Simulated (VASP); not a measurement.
# Energy against moment in zigzag Ti chain, bond 2.395 A, part 4 of 5

What does it cost to change the moment of zigzag Ti chain, bond 2.395 A?

VASP 6.6.1, plane waves and PAW; the level of theory is named at each step.

Still holding for the runs below: A U on the itinerant d states of such a compound is hard to justify; it moves the bands at the Fermi level and favours large moments.

So far. Step 4 (Fixed spin moment, fixed moment 1.25): Energy at zero smearing: -2.42457 eV.

## 6. Fixed spin moment, fixed moment 3.76

Level of this step: PBE, DFT+U (Ti d 5 eV), spin-polarised, total moment fixed; plane waves and PAW (Ti) (VASP).

Input file INCAR:

```
SYSTEM = Ti
PREC = Normal
ENCUT = 350
EDIFF = 1E-06
NELM = 150
ISMEAR = 1
SIGMA = 0.1
LREAL = .FALSE.
ALGO = Normal
GGA = PE
NBANDS = 11
ISPIN = 2
MAGMOM = 1.88 1.88
LDAU = .TRUE.
LDAUTYPE = 2
LDAUL = 2
LDAUU = 5
LDAUJ = 0
LDAUPRINT = 1
LASPH = .TRUE.
LMAXMIX = 4
LORBIT = 11
LWAVE = .FALSE.
LCHARG = .FALSE.
KPAR = 2
AMIX = 0.2
BMIX = 1E-04
AMIX_MAG = 0.8
BMIX_MAG = 1E-04
NUPDOWN = 3.76
```

Input file POSCAR:

```
Ti
1.0
   12.0000000000      0.0000000000      0.0000000000
    0.0000000000     12.0000000000      0.0000000000
    0.0000000000      0.0000000000      2.8740000000
Ti
2
Direct
    0.4201666667      0.5000000000      0.0000000000
    0.5798333333      0.5000000000      0.5000000000
```

Input file KPOINTS:

```
Automatic mesh
0
Gamma
1 1 21
0 0 0
```

PAW data sets: Ti (PBE family, release 64).

The run is started by

```bash
$ mpirun -np 2 vasp_std
```

What it wrote:

```text
[... set-up lines as in an earlier step ...]
 entering main loop
       N       E                     dE             d eps       ncg     rms          rms(c)
DAV:   1     0.255742853768E+02    0.25574E+02   -0.15210E+03   484   0.304E+02
DAV:   2    -0.105969298081E+01   -0.26634E+02   -0.23839E+02   679   0.657E+01
DAV:   3    -0.328748554569E+01   -0.22278E+01   -0.20852E+01   699   0.210E+01
DAV:   4    -0.336568810942E+01   -0.78203E-01   -0.77460E-01   734   0.396E+00
[...]
DAV:   8    -0.255873149113E+01   -0.39728E-01   -0.45499E-01   747   0.310E+00    0.105E+00
DAV:   9    -0.259230267677E+01   -0.33571E-01   -0.79394E-02   655   0.114E+00    0.750E-01
DAV:  10    -0.263621500030E+01   -0.43912E-01   -0.89576E-02   676   0.124E+00    0.526E-01
[... 130 further cycles ...]
DAV: 141    -0.260963058103E+01    0.78686E-03   -0.56947E-04   652   0.642E-02    0.120E-01
DAV: 142    -0.260958680413E+01    0.43777E-04   -0.14807E-05   579   0.239E-02    0.122E-01
DAV: 143    -0.260971444305E+01   -0.12764E-03   -0.11764E-05   580   0.132E-02    0.119E-01
DAV: 144    -0.260953341235E+01    0.18103E-03   -0.29234E-05   634   0.173E-02    0.123E-01
[...]
DAV: 148    -0.260382149435E+01   -0.24533E-03   -0.42821E-05   511   0.513E-02    0.205E-01
DAV: 149    -0.260355878909E+01    0.26271E-03   -0.23660E-05   706   0.142E-02    0.206E-01
DAV: 150    -0.260349709132E+01    0.61698E-04   -0.18641E-06   474   0.698E-03
 [... a notice as in an earlier step ...]

   1 F= -.26034971E+01 E0= -.26021605E+01  d E =-.400970E-02  mag=     3.7600
```

Elapsed: 4.7 min, on 2 MPI ranks of AMD EPYC 7R43, shared host; peak memory 0.49 GiB.

Parts of OUTCAR (step 6):

```text
atom =   1  type =  1  l = 2

 onsite density matrix

spin component  1

  0.3629  0.0000  0.0000  0.0000  0.0000
  0.0000  0.3582  0.0000  0.0000  0.0000
  0.0000  0.0000  0.3535  0.0000 -0.0541
  0.0000  0.0000  0.0000  0.7694  0.0000
  0.0000  0.0000 -0.0541  0.0000  0.1686

spin component  2

  0.0865  0.0000  0.0000  0.0000  0.0000
  0.0000  0.0433  0.0000  0.0000  0.0000
  0.0000  0.0000  0.1051  0.0000 -0.0411
  0.0000  0.0000  0.0000  0.0077  0.0000
  0.0000  0.0000 -0.0411  0.0000  0.0205

 occupancies and eigenvectors

  o =  0.0038  v =  0.0000  0.0000  0.0000  0.0000  0.0000  0.0000  0.0000 -0.3761  0.0000 -0.9266      0.0000  0.0000  0.0000  0.0000  0.0000  0.0000  0.0000  0.0000  0.0000  0.0000
  o =  0.0077  v =  0.0000  0.0000  0.0000  0.0000  0.0000  0.0000  0.0000  0.0000  1.0000  0.0000      0.0000  0.0000  0.0000  0.0000  0.0000  0.0000  0.0000  0.0000  0.0000  0.0000
  o =  0.0433  v =  0.0000  0.0000  0.0000  0.0000  0.0000  0.0000  1.0000  0.0000  0.0000  0.0000      0.0000  0.0000  0.0000  0.0000  0.0000  0.0000  0.0000  0.0000  0.0000  0.0000
  o =  0.0865  v =  0.0000  0.0000  0.0000  0.0000  0.0000  1.0000  0.0000  0.0000  0.0000  0.0000      0.0000  0.0000  0.0000  0.0000  0.0000  0.0000  0.0000  0.0000  0.0000  0.0000
  o =  0.1217  v =  0.0000  0.0000  0.0000  0.0000  0.0000  0.0000  0.0000 -0.9266  0.0000  0.3761      0.0000  0.0000  0.0000  0.0000  0.0000  0.0000  0.0000  0.0000  0.0000  0.0000
  o =  0.1539  v =  0.0000  0.0000 -0.2618  0.0000 -0.9651  0.0000  0.0000  0.0000  0.0000  0.0000      0.0000  0.0000  0.0000  0.0000  0.0000  0.0000  0.0000  0.0000  0.0000  0.0000
  o =  0.3582  v =  0.0000  1.0000  0.0000  0.0000  0.0000  0.0000  0.0000  0.0000  0.0000  0.0000      0.0000  0.0000  0.0000  0.0000  0.0000  0.0000  0.0000  0.0000  0.0000  0.0000
  o =  0.3629  v =  1.0000  0.0000  0.0000  0.0000  0.0000  0.0000  0.0000  0.0000  0.0000  0.0000      0.0000  0.0000  0.0000  0.0000  0.0000  0.0000  0.0000  0.0000  0.0000  0.0000
  o =  0.3682  v =  0.0000  0.0000 -0.9651  0.0000  0.2618  0.0000  0.0000  0.0000  0.0000  0.0000      0.0000  0.0000  0.0000  0.0000  0.0000  0.0000  0.0000  0.0000  0.0000  0.0000
  o =  0.7694  v =  0.0000  0.0000  0.0000  1.0000  0.0000  0.0000  0.0000  0.0000  0.0000  0.0000      0.0000  0.0000  0.0000  0.0000  0.0000  0.0000  0.0000  0.0000  0.0000  0.0000

atom =   2  type =  1  l = 2

 onsite density matrix

spin component  1

spin component  2

 occupancies and eigenvectors

 spin component 1
 k-point     1 :       0.0000    0.0000    0.0000
  band No.  band energies     occupation
    ...
      2      -5.8708      1.00000
      3      -5.8187      1.00000
      4      -4.4292      1.00000
      5      -3.4173      1.00000
      6      -3.1729      1.00044
      7      -2.5910     -0.00005
      8      -2.3461     -0.00000
      9      -2.2112     -0.00000
     10      -2.1265     -0.00000
     11      -2.0785     -0.00000

 k-point     2 :       0.0000    0.0000    0.0476
  band No.  band energies     occupation
    ...
      2      -5.8610      1.00000
      3      -5.8126      1.00000
      4      -4.4268      1.00000
      5      -3.3542      1.00000
      6      -3.1483      1.00139
      7      -2.6842     -0.00424
      8      -2.3610     -0.00000
      9      -2.3296     -0.00000
     10      -2.1490     -0.00000
     11      -2.0059     -0.00000

  Total        4.8060780     -0.0690808      6.2436441      0.0000000      0.0000000      0.0000000
  in kB       18.6059626     -0.2674352     24.1712697      0.0000000      0.0000000      0.0000000
  external PRESSURE =      14.1699324 kB  Pullay stress =       0.0000000 kB

 POSITION                                       TOTAL-FORCE (eV/Angst)
 -----------------------------------------------------------------------------------
      5.04200      6.00000      0.00000        -2.632977      0.000000      0.000000
      6.95800      6.00000      1.43700         2.632977      0.000000      0.000000
 -----------------------------------------------------------------------------------
    total drift:                               -0.000000     -0.000000     -0.000000

  FREE ENERGIE OF THE ION-ELECTRON SYSTEM (eV)
  ---------------------------------------------------
  free  energy   TOTEN  =        -2.6034970913 eV

  energy  without entropy=       -2.5994873894  energy(sigma->0) =       -2.60216052

 magnetization (x)
# of ion       s       p       d       tot
------------------------------------------
    1        0.043   0.100   1.723   1.865
    2        0.043   0.100   1.723   1.865
--------------------------------------------------
tot          0.085   0.199   3.446   3.731

[... 9 parts as in an earlier step ...]

[... 15 further parts left out ...]
[key lines of the parts left out:]
E-fermi :  -2.5070
```

The electronic loop did not meet EDIFF within NELM cycles, so this run is left out of the comparison.

## 7. Fixed spin moment, fixed moment 5.01

Edit INCAR of step 6 so:

```diff
@@ -12,3 +12,3 @@
 ISPIN = 2
-MAGMOM = 1.88 1.88
+MAGMOM = 2.5 2.5
 LDAU = .TRUE.
@@ -29,2 +29,2 @@
 BMIX_MAG = 1E-04
-NUPDOWN = 3.76
+NUPDOWN = 5.01
```

POSCAR is that of step 6.

KPOINTS is that of step 6.

The run is started by

```bash
$ mpirun -np 2 vasp_std
```

What it wrote:

```text
[... set-up lines as in an earlier step ...]
 entering main loop
       N       E                     dE             d eps       ncg     rms          rms(c)
DAV:   1     0.269472692263E+02    0.26947E+02   -0.15540E+03   484   0.309E+02
DAV:   2    -0.776270995414E+00   -0.27724E+02   -0.25278E+02   669   0.682E+01
DAV:   3    -0.319348983804E+01   -0.24172E+01   -0.22850E+01   680   0.222E+01
DAV:   4    -0.328932252030E+01   -0.95833E-01   -0.93643E-01   758   0.432E+00
[...]
DAV:  36    -0.287974367610E+01   -0.11328E-04   -0.55671E-05   573   0.479E-02    0.110E-02
DAV:  37    -0.287974026380E+01    0.34123E-05   -0.43392E-05   697   0.268E-02    0.100E-02
DAV:  38    -0.287973953000E+01    0.73380E-06   -0.37668E-06   592   0.978E-03
   1 F= -.28797395E+01 E0= -.28794861E+01  d E =-.760258E-03  mag=     5.0100
```

It took 62 s on 2 MPI ranks; peak memory 0.47 GiB.

From OUTCAR (step 7):

```text
  Total        5.7724181     -0.0017071      7.1845387      0.0000000      0.0000000      0.0000000
  in kB       22.3469939     -0.0066088     27.8137928      0.0000000      0.0000000      0.0000000
  external PRESSURE =      16.7180593 kB  Pullay stress =       0.0000000 kB

 POSITION                                       TOTAL-FORCE (eV/Angst)
 -----------------------------------------------------------------------------------
      5.04200      6.00000      0.00000        -3.001239      0.000000      0.000000
      6.95800      6.00000      1.43700         3.001239      0.000000      0.000000
 -----------------------------------------------------------------------------------
    total drift:                                0.000000     -0.000000     -0.000000

  FREE ENERGIE OF THE ION-ELECTRON SYSTEM (eV)
  ---------------------------------------------------
  free  energy   TOTEN  =        -2.8797395300 eV

  energy  without entropy=       -2.8789792716  energy(sigma->0) =       -2.87948611

 magnetization (x)
# of ion       s       p       d       tot
------------------------------------------
    1        0.067   0.212   2.084   2.363
    2        0.067   0.212   2.084   2.363
--------------------------------------------------
tot          0.133   0.424   4.169   4.726

[... 2 parts as in an earlier step ...]

[... 1 further part left out ...]
[key lines of the parts left out:]
E-fermi :  -2.5297
```

Spin moment in the PAW sphere by atom:

```
atom  spin moment in the PAW sphere (μB)
 Ti1                                2.36
 Ti2                                2.36
```

Energy at zero smearing: -2.87949 eV.

## 8. Fixed spin moment, fixed moment 6.26

Edit INCAR of step 7 so:

```diff
@@ -12,3 +12,3 @@
 ISPIN = 2
-MAGMOM = 2.5 2.5
+MAGMOM = 3.13 3.13
 LDAU = .TRUE.
@@ -29,2 +29,2 @@
 BMIX_MAG = 1E-04
-NUPDOWN = 5.01
+NUPDOWN = 6.26
```

POSCAR is that of step 7.

KPOINTS is that of step 7.

The run is started by

```bash
$ mpirun -np 2 vasp_std
```

What it wrote:

```text
[... set-up lines as in an earlier step ...]
 entering main loop
       N       E                     dE             d eps       ncg     rms          rms(c)
DAV:   1     0.289694228249E+02    0.28969E+02   -0.16196E+03   484   0.320E+02
DAV:   2    -0.394472819504E+00   -0.29364E+02   -0.27228E+02   664   0.716E+01
DAV:   3    -0.296449056389E+01   -0.25700E+01   -0.23995E+01   682   0.231E+01
DAV:   4    -0.308168232545E+01   -0.11719E+00   -0.11460E+00   743   0.473E+00
[...]
DAV:   8    -0.286068122807E+01   -0.10106E-01   -0.53825E-01   655   0.411E+00    0.961E-01
DAV:   9    -0.291388675876E+01   -0.53206E-01   -0.94921E-02   703   0.141E+00    0.757E-01
DAV:  10    -0.296236149237E+01   -0.48475E-01   -0.90373E-02   737   0.107E+00    0.788E-01
[... 130 further cycles ...]
DAV: 141    -0.286697946204E+01    0.38388E-03   -0.84465E-05   650   0.427E-02    0.924E-02
DAV: 142    -0.286701552091E+01   -0.36059E-04   -0.21671E-06   430   0.104E-02    0.915E-02
DAV: 143    -0.286717847895E+01   -0.16296E-03   -0.16656E-05   617   0.173E-02    0.885E-02
DAV: 144    -0.286787180983E+01   -0.69333E-03   -0.36078E-04   628   0.801E-02    0.780E-02
[...]
DAV: 148    -0.286992142186E+01   -0.39902E-03   -0.11707E-04   552   0.537E-02    0.110E-01
DAV: 149    -0.287108191118E+01   -0.11605E-02   -0.13716E-03   647   0.832E-02    0.143E-01
DAV: 150    -0.287211731898E+01   -0.10354E-02   -0.25843E-04   626   0.697E-02
 [... a notice as in an earlier step ...]

   1 F= -.28721173E+01 E0= -.28691480E+01  d E =-.890796E-02  mag=     6.2600
```

Elapsed: 3.4 min, on 2 MPI ranks; peak memory 0.49 GiB.

(Continued in part 5 of 5.)

[Lines on the potential files, build, host, timing and source positions are cut from VASP's logs without a mark.]

[Logs are printed without paths, hosts, clocks, repeated set-up lines and the standing remarks that a program may print on its own settings, such as how far it seeks lower states.]

[Hosts, paths, dates, database ids (printed as entryN), source tags and the programs' standing remarks are cut or masked in the printed files.]

[In band tables of VASP the shares of atoms and orbitals are scaled to a sum of 1 inside the atoms' spheres.]

[Runs that stopped without an error message from VASP are left out.]
